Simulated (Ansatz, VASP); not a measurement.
## In: VASP beside Ansatz

One calculation is typed for both programs; each brings its own data sets. How far apart do they land? The cell is taken from a series of runs on this material, whose earlier steps may have relaxed, scaled, displaced or heated it; both programs get it as it stands.

Program: Ansatz 0.2.0. Level of theory: plane waves, with VASP 6.6.1 beside it; relaxation of cell and atoms at PBEsol. Results are calculated unless marked as measured.

### 1. The starting structure

It takes space group I4/mmm (No. 139, tetragonal). Conventional cell: a = 3.226 Å, b = 3.226 Å, c = 4.917 Å, α = 90.00°, β = 90.00°, γ = 90.00°. Nearest to In lie 12 In at 3.23 to 3.35 Å.

Coordinates:

```cif
data_structure
_symmetry_space_group_name_H-M 'P 1'
_symmetry_Int_Tables_number 1
_cell_length_a 3.3538
_cell_length_b 3.3538
_cell_length_c 3.3538
_cell_angle_alpha 122.503
_cell_angle_beta 122.503
_cell_angle_gamma 85.717
_cell_volume 25.59
loop_
_atom_site_label
_atom_site_type_symbol
_atom_site_fract_x
_atom_site_fract_y
_atom_site_fract_z
_atom_site_occupancy
In1 In 0.00000 0.00000 0.00000 1
```

### 2. VASP: relaxation of cell and atoms, PBEsol

The relaxed volume is the usual yardstick between codes: in a stiff, nearly cubic crystal its relative difference is about their pressure difference at one cell divided by the bulk modulus.

Lines of VASP's logs that name or quote its potential files are left out, and so is its time.

INCAR

```
SYSTEM = In
PREC = Accurate
ENCUT = 500
EDIFF = 1E-07
NELM = 120
ISMEAR = 1
SIGMA = 0.2
LREAL = .FALSE.
ALGO = Normal
GGA = PS
NBANDS = 12
LORBIT = 11
LWAVE = .FALSE.
LCHARG = .FALSE.
ISIF = 3
IBRION = 2
NSW = 80
EDIFFG = -0.005
LASPH = .TRUE.
GGA_COMPAT = .FALSE.
NELMIN = 4
```

POSCAR

```
In
1.0
   -1.6130690000      1.6130690000      2.4584410000
    1.6130690000     -1.6130690000      2.4584410000
    1.6130690000      1.6130690000     -2.4584410000
In
1
Direct
    0.0000000000      0.0000000000      0.0000000000
```

KPOINTS

```
Automatic mesh
0
Gamma
24 24 24
0 0 0
```

PAW data sets: In_d (PBE family, release 64).

Started as:

```
> mpirun -np 1 vasp_std
```

Numbers of over 12 decimals in the logs are rounded to 6 here.

What it wrote:

```text
[banner, memory and clock lines left out]
running    1 mpi-ranks, on    1 nodes
 distrk:  each k-point on    1 cores,    1 groups
 distr:  one band on    1 cores,    1 groups

 POSCAR found type information on POSCAR In
 POSCAR found :  1 types and       1 ions
|                                                                             |
|               ----> ADVICE to this user running VASP <----                  |
|                                                                             |
|     You enforced a specific xc type in the INCAR file but a different       |
|     [... a line on the potential file left out ...]
|     I HOPE YOU KNOW WHAT YOU ARE DOING!                                     |
|                                                                             |

 LDA part: xc-table for (Slater+PW92), standard interpolation
 POSCAR, INCAR and KPOINTS ok, starting setup
 FFT: planning ... GRIDC
 FFT: planning ... GRID_SOFT
 FFT: planning ... GRID
 WAVECAR not read
 entering main loop
       N       E                     dE             d eps       ncg     rms          rms(c)
DAV:   1     0.767596973722E+02    0.76760E+02   -0.61154E+03 25924   0.134E+03
DAV:   2     0.620152222594E+00   -0.76140E+02   -0.74131E+02 26848   0.287E+02
DAV:   3    -0.294733427904E+01   -0.35675E+01   -0.35565E+01 30336   0.633E+01
DAV:   4    -0.302645560438E+01   -0.79121E-01   -0.79099E-01 32196   0.935E+00
DAV:   5    -0.303000366440E+01   -0.35481E-02   -0.35480E-02 35272   0.176E+00    0.239E+00
DAV:   6    -0.299268893777E+01    0.37315E-01   -0.60037E-02 32372   0.509E+00    0.114E+00
DAV:   7    -0.298570290029E+01    0.69860E-02   -0.15767E-02 33960   0.240E+00    0.290E-01
DAV:   8    -0.298503966503E+01    0.66324E-03   -0.90320E-04 33616   0.514E-01    0.256E-02
DAV:   9    -0.298504192904E+01   -0.22640E-05   -0.11688E-05 38584   0.430E-02    0.160E-02
DAV:  10    -0.298504263766E+01   -0.70862E-06   -0.91883E-07 30608   0.118E-02    0.630E-04
DAV:  11    -0.298504266132E+01   -0.23656E-07   -0.21350E-08 21208   0.249E-03
   1 F= -.29850427E+01 E0= -.29853520E+01  d E =-.298504E+01
[...]
2 F= -.29850697E+01 E0= -.29853811E+01  d E =-.270716E-04
[...]
3 F= -.29850697E+01 E0= -.29853812E+01  d E =-.270759E-04
[...]
4 F= -.29850766E+01 E0= -.29853882E+01  d E =-.687363E-05
 ZBRENT: can't locate minimum, use default step
 trial-energy change:   -0.000007  1 .order   -0.000007   -0.000008   -0.000006
 step:   4.0585(harm=  4.3482)  dis= 0.00000  next Energy=    -2.985087 (dE=-0.169E-04)
 bond charge predicted
       N       E                     dE             d eps       ncg     rms          rms(c)
DAV:   1    -0.298543001543E+01   -0.35334E-03   -0.12141E-02 32644   0.107E+00    0.101E-01
DAV:   2    -0.298521199618E+01    0.21802E-03   -0.30786E-04 37052   0.343E-01    0.640E-02
DAV:   3    -0.298508462170E+01    0.12737E-03   -0.13663E-04 34836   0.315E-01    0.177E-02
DAV:   4    -0.298508555164E+01   -0.92995E-06   -0.17452E-05 31144   0.437E-02    0.168E-02
DAV:   5    -0.298508534957E+01    0.20208E-06   -0.95953E-07 38000   0.161E-02    0.121E-03
DAV:   6    -0.298508536839E+01   -0.18824E-07   -0.25301E-08 14932   0.275E-03
   5 F= -.29850854E+01 E0= -.29853947E+01  d E =-.156312E-04
 curvature:  -2.48 expect dE=-0.905E-06 dE for cont linesearch -0.287E-07
 trial: gam= 0.00238 g(F)=  0.450E-61 g(S)=  0.364E-06 ort =-0.322E-06 (trialstep = 0.162E+01)
 search vector abs. value=  0.363E-06
 reached required accuracy - stopping structural energy minimisation
```

Parts of OUTCAR (step 2):

```text
ion  position               nearest neighbor table
   1  0.000  0.000  0.000-

  LATTYP: Found a body centered tetragonal cell.
 ALAT       =     3.2261380000
 C/A-ratio  =     1.5240767754

 Subroutine GETGRP returns: Found 16 space group operations
 (whereof 16 operations were pure point group operations)

The static configuration has the point symmetry D_4h.

 Found   1063 irreducible k-points:

   k-points           NKPTS =   1063   k-points in BZ     NKDIM =   1063   number of bands    NBANDS=     12

   dimension x,y,z NGX =    24 NGY =   24 NGZ =   24
   dimension x,y,z NGXF=    48 NGYF=   48 NGZF=   48

   ENCUT  =  500.0 eV  36.75 Ry    6.06 a.u.   6.11  6.11  6.11*2*pi/ulx,y,z

   NELECT =      13.0000    total number of electrons

 k-points in reciprocal lattice and weights: Automatic mesh
   0.00000000  0.00000000  0.00000000       0.000
   0.04166667 -0.00000000  0.00000000       0.001
   0.08333333  0.00000000  0.00000000       0.001
   0.12500000 -0.00000000  0.00000000       0.001
   0.16666667  0.00000000  0.00000000       0.001
   0.20833333  0.00000000  0.00000000       0.001
   0.25000000 -0.00000000  0.00000000       0.001
   0.29166667 -0.00000000  0.00000000       0.001
   0.33333333  0.00000000  0.00000000       0.001
[...]
-0.45833333 -0.45833333  0.45833333       0.000
   0.50000000  0.50000000  0.50000000       0.000

 average (electrostatic) potential at core
       1 -93.4088

 E-fermi :   7.6313

 k-point     1 :       0.0000    0.0000    0.0000
  band No.  band energies     occupation
    ...
      2      -6.8945      2.00000
      3      -6.8945      2.00000
      4      -6.8140      2.00000
      5      -6.6938      2.00000
      6      -2.1008      2.00000
      7      18.3735      0.00000
      8      18.3735      0.00000
      9      18.5658      0.00000
     10      19.2834      0.00000
     11      21.8131      0.00000
    ...

 k-point     2 :       0.0417   -0.0000    0.0000
  band No.  band energies     occupation
    ...
      2      -6.8947      2.00000
      3      -6.8914      2.00000
      4      -6.8135      2.00000
      5      -6.6951      2.00000
      6      -2.0620      2.00000
      7      17.8525      0.00000
      8      18.3232      0.00000
      9      18.4068      0.00000
     10      19.1836      0.00000
     11      21.9860      0.00000
    ...

 k-point     3 :       0.0833    0.0000    0.0000
  band No.  band energies     occupation
    ...
      2      -6.8958      2.00000
      3      -6.8829      2.00000
      4      -6.8111      2.00000
      5      -6.6987      2.00000
      6      -1.9454      2.00000
      7      16.5946      0.00000
      8      18.1075      0.00000
      9      18.1895      0.00000
     10      19.1309      0.00000
     11      22.1039      0.00000
    ...

  Total        0.0018303      0.0018303      0.0009225      0.0000000      0.0000000      0.0000000
  in kB        0.1148737      0.1148737      0.0578950      0.0000000      0.0000000      0.0000000
  external PRESSURE =       0.0958808 kB  Pullay stress =       0.0000000 kB

  energy-cutoff  :      500.00
  volume of cell :       25.53
      direct lattice vectors                 reciprocal lattice vectors
    -1.609566923  1.609566923  2.463426371     0.000000000  0.310642567  0.202969330
     1.609566923 -1.609566923  2.463426371     0.310642567  0.000000000  0.202969330
     1.609566923  1.609566923 -2.463426371     0.310642567  0.310642567  0.000000000

 POSITION                                       TOTAL-FORCE (eV/Angst)
 -----------------------------------------------------------------------------------
     -0.00000      0.00000      0.00000        -0.000000     -0.000000     -0.000000
 -----------------------------------------------------------------------------------
    total drift:                                0.000000      0.000000     -0.000000

  FREE ENERGIE OF THE ION-ELECTRON SYSTEM (eV)
  ---------------------------------------------------
  free  energy   TOTEN  =        -2.9850853684 eV

  energy  without entropy=       -2.9860132374  energy(sigma->0) =       -2.98539466

 reached required accuracy - stopping structural energy minimisation

 total charge
# of ion       s       p       d       tot
------------------------------------------
    1        0.993   0.508   9.851  11.352

[... 3 further parts left out ...]
```

CONTCAR:

```
In
   1.00000000000000
    -1.6095669231838796    1.6095669231838796    2.4634263712351316
     1.6095669231838796   -1.6095669231838796    2.4634263712351316
     1.6095669231838796    1.6095669231838796   -2.4634263712351316
  In
     1
Direct
     0.0000000000000000    0.0000000000000000    0.0000000000000000
```

This run has no spin polarisation. Its electron count is odd, so without a moment it is a metal by construction. The run keeps the 16 symmetry operations of its start, so it cannot find a distortion of lower symmetry.

### 3. Ansatz: relaxation of cell and atoms, PBEsol

Ansatz runs on norm-conserving files, of PseudoDojo where its log says so.

The same cell, functional, mesh and smearing now go to Ansatz, which takes its cutoff from its data sets.

input.yaml

```yaml
crystal:
  lattice:
    - [-1.6130686219, 1.6130686219, 2.4584412933]
    - [1.6130686219, -1.6130686219, 2.4584412933]
    - [1.6130686219, 1.6130686219, -2.4584412933]
  atoms:
    - { symbol: In, position: [0.0, 0.0, 0.0] }
kpoints:
  mp_grid: { grid: [24, 24, 24] }
hamiltonian:
  xc: pbesol
  pseudopotentials: { kind: nc, accuracy: standard }
scf:
  occupations: { method: methfessel_paxton, width: 0.2 }
output:
  forces: true
  stress: true
  eigenvalues: true
relax:
  adjacent_minimum: "off"
  f_tol: 0.001
  max_steps: 60
  cell: { stress_tol: 0.01 }
```

Started as:

```
> ansatz run input.yaml --threads 4 --pin off --max-ram 7168MiB --backend cpu --events-out ev --progress --plain --runs-dir out
```

What it wrote:

```text
Engine: ansatz 0.2.0, aarch64-unknown-linux-gnu
Pseudopotentials: kind: nc
Pseudopotential: In, nc, valence charge 13, recommended cutoff 952.398519 eV (normal), In.nc.azcp (PseudoDojo's, or run here from an input of PseudoDojo's; its table is named by hamiltonian.pseudopotentials.accuracy)
Functional definition: PBEsol
  exchange = pbesol_x
  correlation = pbesol_c
Crystal: 1 atoms, lattice volume = 25.587 Å³
Basis set: ecut = 952.398519 eV, 1745 PW (Γ), exchange–correlation on 72×72×72 points (8 copies of the dense FFT grid, shifted against one another)
Bands: 11, of which v1, the nominal top of the filled ones, is band 7 counted from 1 (6 counted from 0)
Symmetry: 16 space group operations
Space group: I4/mmm (ITA 139), of the structure as read, at distance tolerance 2.9e-5 Å
k-points: 1063 of 13824
Non-local potential: In, projectors of the file, l = 0: 2, l = 1: 2, l = 2: 2
Initial density: superposition of atomic densities (chi_scale 0.1, normalization cell)
Initial wavefunctions: pseudopotential atomic-orbital guess
Functional: x = pbesol(κ = 0.804, μ = 0.123457), c = pbesol(β = 0.046)
SCF iter   1: F=—  HF=-1804.091411 eV  |F-HF|=—  |Δ(HF+E_count)|=         —  Δρ=1.66e-2  dr2=9.73e-2  ethr=3.10e-3  ⟨swp⟩=5.6  Hψ=78327  notcnv=0
preconditioner: auto → none  [metal: Δε(μ)=0.016 eV  Ē_g=19.444 eV  σ=0.200 eV  W_gap=0.07  n_scr=8 (ndim 8)  ℏωp=26.5 eV  f_vac=0.000  D(μ)=0.35/eV (n_scr^D=0)  sad-step TF]
SCF iter   2: F=—  HF=-1804.065314 eV  |F-HF|=—  |Δ(HF+E_count)|=   2.61e-2  S|Δr|=    0.00e0  Δρ=9.58e-3  dr2=3.32e-2  ethr=7.49e-4  ⟨swp⟩=1.1  Hψ=20349  notcnv=0  defer=1
SCF iter   3: F=—  HF=-1804.054597 eV  |F-HF|=—  |Δ(HF+E_count)|=   1.07e-2  S|Δr|=    0.00e0  Δρ=1.45e-3  dr2=2.87e-4  ethr=2.55e-4  ⟨swp⟩=2.9  Hψ=19207  notcnv=0  defer=20
SCF iter   4: F=—  HF=-1804.054570 eV  |F-HF|=—  |Δ(HF+E_count)|=   2.72e-5  S|Δr|=    0.00e0  Δρ=2.71e-4  dr2=8.95e-6  ethr=2.21e-6  ⟨swp⟩=2.7  Hψ=22465  notcnv=0  defer=2
SCF iter   5: F=—  HF=-1804.054570 eV  |F-HF|=—  |Δ(HF+E_count)|=   2.77e-7  S|Δr|=    0.00e0  Δρ=4.36e-5  dr2=1.84e-7  ethr=6.88e-8  ⟨swp⟩=3.7  Hψ=24713  notcnv=0  defer=2
SCF iter   6: F=-1804.054570 eV  HF=-1804.054570 eV  |F-HF|=1.70e-9  |Δ(HF+E_count)|=   3.05e-8  S|Δr|=    0.00e0  Δρ=4.62e-6  dr2=2.21e-9  ethr=7.69e-10  ⟨swp⟩=11.8  Hψ=82109  notcnv=0
SCF 1 converged in 6 iterations: F = -1804.054570 eV  dr2 = 2.21e-9
relax step   1: F+E_penalty+E_count = -1804.05456993 eV  Δ(F+E_penalty+E_count) = +0.000e0 eV  max|allowed force component| = 0.000e0 eV/Å  Δτ_max = 0.0000 Å  P = -0.034 GPa  Ω = 25.587 Å³  (6 SCF iters, dr2 threshold 1.00e-7 eV, accepted)
[...]
relax step   2: F+E_penalty+E_count = -1804.05458470 eV  Δ(F+E_penalty+E_count) = -1.477e-5 eV  max|allowed force component| = 0.000e0 eV/Å  Δτ_max = 0.0000 Å  P = +0.001 GPa  Ω = 25.568 Å³  energy of the carried Pulay correction = +1.240e-6 eV  (3 SCF iters, dr2 threshold 1.20e-8 eV, accepted)
[...]
relax step   3: F+E_penalty+E_count = -1804.05459415 eV  Δ(F+E_penalty+E_count) = -9.448e-6 eV  max|allowed force component| = 0.000e0 eV/Å  Δτ_max = 0.0000 Å  P = -0.001 GPa  Ω = 25.571 Å³  energy of the carried Pulay correction = +1.010e-6 eV  (3 SCF iters, dr2 threshold 5.91e-9 eV, accepted)
[...]
relax step   4: F+E_penalty+E_count = -1804.05459375 eV  Δ(F+E_penalty+E_count) = +3.961e-7 eV  max|allowed force component| = 0.000e0 eV/Å  Δτ_max = 0.0000 Å  P = -0.001 GPa  Ω = 25.571 Å³  stress off target by 2.85e-3 GPa  SCF on the basis re-selected at this cell (its energy is not comparable with the rows above)  (4 SCF iters)
basis re-selected at this cell: Δ(F+E_penalty+E_count) = +3.961e-7 eV, ΔP = -0.000 GPa vs the last step (what re-selecting the basis moved, of the pressure what is left beyond the Pulay correction that the steps carried, after the strain that the cell walked since its last selection, with what the two solves' SCF thresholds leave and, on support functions, any second-order correction that the steps lacked; it is no measure of the basis error at this ecutwfc). This SCF's stress stands 2.85e-3 GPa from its target on what of the cell is left free (relax.cell.stress_tol is 1.00e-2 GPa) and its largest allowed force component is 0.00e0 eV/Å (relax.f_tol is 1.00e-3 eV/Å): [rest of the remark cut]
SCF converged after 4 iterations
Stability not checked: this state was not tested for a lower state beside it, because cold or Methfessel-Paxton smearing, or corrected tetrahedra, fill the levels in a way that the test cannot read (fill_not_monotonic; see scf.lower_state_search)
Free energy (F): -1804.054594 eV
Harris-Foulkes:  -1804.054594 eV  (|F-HF|=2.27e-13)
Internal energy: -1804.055522 eV  (E = F + TS)
E sigma→0 (E₀):  -1804.054826 eV
Entropy (-TS):   0.000929 eV (0.929 meV/atom)
Fermi energy:    10.701821 eV
--- Per-component energies (eV) ---
  E_band       = -17.452289
  E_kinetic    = 1135.769075
  E_local      = -1175.894148  (includes V_loc(G=0)·N_el)
  E_nonlocal   = -399.837965
  E_hartree    = 368.117677
  E_xc         = -539.498838
  E_vxc        = -313.724606  (∫ρ·V_xc dr)
  E_ewald      = -1192.711324
  E_smearing   = 0.000929  (= −TS)
  E_closure    = 0.000000  (closes the sum)
  Σ components = -1804.054594   (vs F -1804.054594, Δ=0.00e0)
--- Forces (eV/Å), atoms counted from 1 ---
  atom   1  In     0.00000000     0.00000000     0.00000000
  max |Σ_I F_I| component: 1.85e-31 eV/Å
--- Stress (GPa, compression-positive) ---
       -0.000523      -0.000000      -0.000000
       -0.000000      -0.000523       0.000000
       -0.000000       0.000000      -0.002849
  P = ⅓ Tr σ = -0.0013 GPa (-0.013 kbar)
--- Band table (eV; the first three rows and the last of 1063) ---
  k-point 0: bands = [... 3 lower, -3.7796, -3.6678, 0.9796, 21.4415, 21.4415, 21.6213, 22.5866, 24.8533]
  k-point 1: bands = [... 3 lower, -3.7773, -3.6714, 1.0337, 21.0440, 21.2267, 21.2285, 22.2754, 25.3110]
  k-point 2: bands = [... 3 lower, -3.7715, -3.6813, 1.1967, 20.1957, 20.3959, 20.6911, 21.6547, 26.3068]
  k-point 1062: bands = [... 3 lower, -3.5236, -3.5236, 7.7165, 7.9051, 15.5570, 15.5570, 19.0492, 19.0825]
--- Relaxed structure (3 steps of the walk, 3 accepted, 1 SCFs on fresh bases) ---
  F+E_penalty+E_count = -1804.05459375 eV   max|allowed force component| = 0.000e0 eV/Å   (the final SCF, on the basis selected at the relaxed cell)
  cell:  # Å, volume = 25.5710 Å³
    - [-1.610609, 1.610609, 2.464383]
    - [1.610609, -1.610609, 2.464383]
    - [1.610609, 1.610609, -2.464383]
  atoms:
    - { symbol: In, position: [0.0, 0.0, 0.0] }
```

The column dr2 measures how far the density is from self-consistency, as an energy; F and HF (Harris–Foulkes) agree once it is small.

### 4. Differences

Known differences besides the potentials themselves: the cutoff is 952.399 eV in Ansatz and 500 eV in VASP; Ansatz adds a Pulay correction to the stress that steers its cell, VASP none. Total energies have different zeros and are not compared.

Compared:

```
                                         quantity  Ansatz   VASP  difference
                                      volume (Å³)   25.57  25.53     +0.17 %
edge a after relaxation, in the typed setting (Å)   3.356  3.354     +0.05 %
```

### 5. Summary of results

| Quantity | Value |
| --- | --- |
| difference in volume (relaxation of cell and atoms, PBEsol) | 0.17 % |

What this shows: The difference in volume is 0.17 % (relaxation of cell and atoms, PBEsol), within the 1.2 % picked in this series as the mark of a large difference, as far as the stopping tolerances let one tell. How closely two codes agree says nothing of how well the functional describes the real material.

[Lines on the potential files, build, host, timing and source positions are cut from VASP's logs without a mark.]

[Logs are printed without paths, hosts, clocks, repeated set-up lines and the standing remarks that a program may print on its own settings, such as how far it seeks lower states.]

[Hosts, paths, dates, database ids (printed as entryN), source tags and the programs' standing remarks are cut or masked in the printed files.]
